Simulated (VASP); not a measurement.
Level of theory: r2SCAN meta-GGA, VASP's PBE PAW potentials (set 64) (plane waves; VASP).

Input for VASP

**INCAR**
```
SYSTEM = Ni3Al
PREC = Accurate
ENCUT = 520
EDIFF = 1E-6
NELM = 100
ALGO = Normal
LREAL = .FALSE.
LASPH = .TRUE.
ISMEAR = 1
SIGMA = 0.1
METAGGA = R2SCAN
LMIXTAU = .TRUE.
LMAXMIX = 4
ISPIN = 2
MAGMOM = 0.0 0.5 0.5 0.5
LORBIT = 10
LWAVE = .FALSE.
LCHARG = .FALSE.
IBRION = 2
ISIF = 3
NSW = 60
EDIFFG = -0.02
```

**KPOINTS**
```
kpoints
0
G
8 8 8
```

**POSCAR**
```
Ni3Al
1
    3.5202801057    -0.0000000000     0.0000000000
   -0.0000000000     3.5202801057    -0.0000000000
   -0.0000000000    -0.0000000000     3.5202801057
Al Ni
1 3
Direct
  0.0000000000   0.0000000000   0.0000000000
  0.0000000000   0.5000000000   0.5000000000
  0.5000000000   0.0000000000   0.5000000000
  0.5000000000   0.5000000000   0.0000000000
```

POTCAR, in this order: Al Ni (PBE.64 set). Program: vasp_std.

What VASP printed:

**OUTCAR**
```
 ion  position               nearest neighbor table
   1  0.000  0.000  0.000-   2 2.49   3 2.49   4 2.49   2 2.49   3 2.49   2 2.49   4 2.49   2 2.49
                             3 2.49   4 2.49   3 2.49   4 2.49
   2  0.000  0.500  0.500-   1 2.49   3 2.49   4 2.49   1 2.49   4 2.49   1 2.49   3 2.49   1 2.49
                             3 2.49   4 2.49   4 2.49   3 2.49
   3  0.500  0.000  0.500-   1 2.49   2 2.49   4 2.49   1 2.49   4 2.49   2 2.49   4 2.49   4 2.49
                             1 2.49   2 2.49   1 2.49   2 2.49
   4  0.500  0.500  0.000-   1 2.49   2 2.49   3 2.49   2 2.49   3 2.49   1 2.49   3 2.49   3 2.49
                             1 2.49   2 2.49   2 2.49   1 2.49
  LATTYP: Found a simple cubic cell.
 ALAT       =     3.5202801057
 Subroutine PRICEL returns:
 Original cell was already a primitive cell.
 Subroutine GETGRP returns: Found 48 space group operations
The static configuration has the point symmetry O_h .
The dynamic configuration has the point symmetry O_h .
The overall configuration has the point symmetry O_h .
 Subroutine INISYM returns: Found 48 space group operations
 Subroutine IBZKPT returns following result:
 Found     35 irreducible k-points:

 Following reciprocal coordinates:
            Coordinates               Weight
  0.000000  0.000000  0.000000      1.000000
  0.125000  0.000000  0.000000      6.000000
  0.250000  0.000000  0.000000      6.000000
  0.375000  0.000000  0.000000      6.000000
  0.500000  0.000000  0.000000      3.000000
  0.125000  0.125000  0.000000     12.000000
  0.250000  0.125000  0.000000     24.000000
  0.375000  0.125000  0.000000     24.000000
  0.500000  0.125000  0.000000     12.000000
  0.250000  0.250000  0.000000     12.000000
  0.375000  0.250000  0.000000     24.000000
  0.500000  0.250000  0.000000     12.000000
  0.375000  0.375000  0.000000     12.000000
  0.500000  0.375000  0.000000     12.000000
  0.500000  0.500000  0.000000      3.000000
  0.125000  0.125000  0.125000      8.000000
  0.250000  0.125000  0.125000     24.000000
...
```

File OSZICAR:
```
       N       E                     dE             d eps       ncg     rms          rms(c)
DAV:   1     0.171177786342E+03    0.17118E+03   -0.15116E+04  2964   0.208E+03
DAV:   2    -0.419834552191E+02   -0.21316E+03   -0.20467E+03  2940   0.365E+02
DAV:   3    -0.522116163588E+02   -0.10228E+02   -0.95715E+01  3239   0.111E+02
DAV:   4    -0.523820666269E+02   -0.17045E+00   -0.16964E+00  3411   0.130E+01
DAV:   5    -0.523881442628E+02   -0.60776E-02   -0.60763E-02  3697   0.223E+00    0.205E+01
DAV:   6    -0.499187258634E+02    0.24694E+01   -0.76876E+01  3182   0.153E+02    0.228E+01
DAV:   7    -0.442714610392E+02    0.56473E+01   -0.20062E+01  3269   0.769E+01    0.285E+00
DAV:   8    -0.443310012528E+02   -0.59540E-01   -0.71271E-01  3311   0.102E+01    0.261E+00
DAV:   9    -0.442922481829E+02    0.38753E-01   -0.18031E-01  3214   0.668E+00    0.983E-01
DAV:  10    -0.442987095260E+02   -0.64613E-02   -0.18643E-02  3900   0.171E+00    0.465E-01
DAV:  11    -0.442991541005E+02   -0.44457E-03   -0.33519E-03  3289   0.995E-01    0.245E-01
DAV:  12    -0.442991871132E+02   -0.33013E-04   -0.80603E-04  3531   0.457E-01    0.695E-02
DAV:  13    -0.442991922787E+02   -0.51655E-05   -0.91109E-05  3829   0.144E-01    0.359E-02
DAV:  14    -0.442992012624E+02   -0.89837E-05   -0.16155E-05  3533   0.562E-02    0.136E-02
DAV:  15    -0.442992014503E+02   -0.18790E-06   -0.46593E-06  2880   0.253E-02
   1 F= -.44299201E+02 E0= -.44299399E+02  d E =-.442992E+02  mag=     0.8360
       N       E                     dE             d eps       ncg     rms          rms(c)
DAV:   1    -0.443656232432E+02   -0.66422E-01   -0.67842E-01  2960   0.135E+01    0.233E+00
DAV:   2    -0.443648095035E+02    0.81374E-03   -0.86007E-01  3300   0.157E+01    0.211E+00
DAV:   3    -0.443004938678E+02    0.64316E-01   -0.25051E-01  3223   0.883E+00    0.322E-01
DAV:   4    -0.442995276674E+02    0.96620E-03   -0.48718E-03  3013   0.647E-01    0.178E-01
DAV:   5    -0.442993754857E+02    0.15218E-03   -0.22164E-04  3836   0.169E-01    0.500E-02
DAV:   6    -0.442993816042E+02   -0.61185E-05   -0.57626E-05  3472   0.104E-01    0.211E-02
DAV:   7    -0.442993950831E+02   -0.13479E-04   -0.17210E-05  3020   0.576E-02    0.109E-02
DAV:   8    -0.442994010508E+02   -0.59677E-05   -0.23885E-06  2329   0.175E-02    0.267E-03
DAV:   9    -0.442994015951E+02   -0.54435E-06   -0.24229E-07  1540   0.564E-03
   2 F= -.44299402E+02 E0= -.44299582E+02  d E =-.200145E-03  mag=     0.8400
       N       E                     dE             d eps       ncg     rms          rms(c)
DAV:   1    -0.443137436571E+02   -0.14343E-01   -0.13935E-01  2960   0.606E+00    0.106E+00
DAV:   2    -0.443135573043E+02    0.18635E-03   -0.17740E-01  3282   0.723E+00    0.961E-01
DAV:   3    -0.443001950662E+02    0.13362E-01   -0.51230E-02  3211   0.402E+00    0.137E-01
DAV:   4    -0.443000032038E+02    0.19186E-03   -0.11029E-03  3043   0.304E-01    0.892E-02
DAV:   5    -0.442999750318E+02    0.28172E-04   -0.41894E-05  3819   0.818E-02    0.290E-02
DAV:   6    -0.442999703385E+02    0.46933E-05   -0.21350E-05  3470   0.674E-02    0.952E-03
DAV:   7    -0.442999686730E+02    0.16655E-05   -0.29159E-06  2524   0.228E-02    0.550E-03
DAV:   8    -0.442999669791E+02    0.16939E-05   -0.60295E-07  1513   0.123E-02    0.200E-03
DAV:   9    -0.442999664902E+02    0.48881E-06   -0.12367E-07  1500   0.385E-03
   3 F= -.44299966E+02 E0= -.44300154E+02  d E =-.765040E-03  mag=     0.8382
```

OUTCAR:
```
------------------------ aborting loop because EDIFF is reached ----------------------------------------
  FORCE on cell =-STRESS in cart. coord.  units (eV):
  Direction    XX          YY          ZZ          XY          YZ          ZX
  --------------------------------------------------------------------------------------
  Total        0.0011278      0.0011278      0.0011278     -0.0000000      0.0000000     -0.0000000
  in kB        0.0411977      0.0411977      0.0411977     -0.0000000      0.0000000     -0.0000000
  external PRESSURE =       0.0411977 kB  Pullay stress =       0.0000000 kB
  volume of cell :       43.86
      direct lattice vectors                 reciprocal lattice vectors
     3.526582549  0.000000000 -0.000000000     0.283560639 -0.000000000  0.000000000
     0.000000000  3.526582549  0.000000000    -0.000000000  0.283560639 -0.000000000
    -0.000000000  0.000000000  3.526582549     0.000000000 -0.000000000  0.283560639
 POSITION                                       TOTAL-FORCE (eV/Angst)
 -----------------------------------------------------------------------------------
      0.00000      0.00000      0.00000        -0.000000     -0.000000      0.000000
      0.00000      1.76329      1.76329         0.000000      0.000000      0.000000
      1.76329      0.00000      1.76329        -0.000000      0.000000      0.000000
      1.76329      1.76329     -0.00000        -0.000000     -0.000000      0.000000
 -----------------------------------------------------------------------------------
    total drift:                                0.000000      0.000000      0.000000
  FREE ENERGIE OF THE ION-ELECTRON SYSTEM (eV)
  ---------------------------------------------------
  free  energy   TOTEN  =       -44.2999664902 eV

  energy  without entropy=      -44.3005300379  energy(sigma->0) =      -44.30015434

 total charge

# of ion       s       p       d       tot
------------------------------------------
    1        0.412   0.415   0.000   0.827
    2        0.520   0.571   8.390   9.481
    3        0.520   0.571   8.390   9.481
    4        0.520   0.571   8.390   9.481
--------------------------------------------------
tot          1.972   2.127  25.171  29.270

 magnetization (x)

# of ion       s       p       d       tot
------------------------------------------
    1       -0.003  -0.016   0.000  -0.019
    2       -0.008  -0.029   0.354   0.318
    3       -0.008  -0.029   0.354   0.318
    4       -0.008  -0.029   0.354   0.318
--------------------------------------------------
tot         -0.026  -0.102   1.062   0.935

 reached required accuracy - stopping structural energy minimisation
```
(Selected blocks of OUTCAR.)

File CONTCAR:
```
Ni3Al
   1.00000000000000
     3.5265825488965947    0.0000000000000000   -0.0000000000000000
     0.0000000000000000    3.5265825488965947    0.0000000000000000
    -0.0000000000000000    0.0000000000000000    3.5265825488965947
  Al              Ni
     1     3
Direct
     0.0000000000000000    0.0000000000000000    0.0000000000000000
     0.0000000000000000    0.5000000000000000    0.5000000000000000
     0.5000000000000000    0.0000000000000000    0.5000000000000000
     0.5000000000000000    0.5000000000000000    0.0000000000000000
```

### OUTCAR
```
 val. band max:        9.7703585803   @ k =   0.5000   0.2500   0.0000

 cond. band min:       9.8020767811   @ k =   0.3750   0.2500   0.0000


 Fermi energy:         9.8015871248

 spin component 1

 k-point     1 :       0.0000    0.0000    0.0000
  band No.  band energies     occupation
      1      -0.8641      1.00000
      2       5.0089      1.00000
      3       5.6941      1.00000
      4       5.6941      1.00000
      5       6.0237      1.00000
      6       6.0237      1.00000
      7       6.0237      1.00000
      8       8.0839      1.00000
      9       8.0839      1.00000
     10       8.0839      1.00000
     11       8.9344      1.00000
     12       8.9344      1.00000
     13       9.2696      1.00000
     14       9.3831      1.00000
     15       9.3831      1.00000
     16       9.3831      1.00000
     17      10.6709     -0.00000
     18      10.6709     -0.00000
     19      10.6709     -0.00000
     20      16.5907      0.00000
     21      16.5907      0.00000

 k-point     2 :       0.1250    0.0000    0.0000
  band No.  band energies     occupation
      1      -0.6608      1.00000
      2       5.0672      1.00000
      3       5.5809      1.00000
      4       5.8201      1.00000
      5       6.0596      1.00000
      6       6.0596      1.00000
      7       6.0695      1.00000
      8       7.9796      1.00000
      9       7.9796      1.00000
     10       8.0341      1.00000
     11       8.8226      1.00000
     12       8.9362      1.00000
     13       9.0342      1.00000
     14       9.0342      1.00000
     15       9.1984      1.00000
     16       9.3832      1.00000
     17       9.8970     -0.01968
     18      11.2751     -0.00000
     19      11.2751     -0.00000
     20      16.5686      0.00000
     21      17.1358      0.00000

 k-point     3 :       0.2500    0.0000    0.0000
  band No.  band energies     occupation
      1      -0.0618      1.00000
...
```

The compound is Ni3Al in the L1_2 structure. This run relaxes it. Symmetry was kept, so distortions that lower it aren't found. The start is the result of an earlier pass.
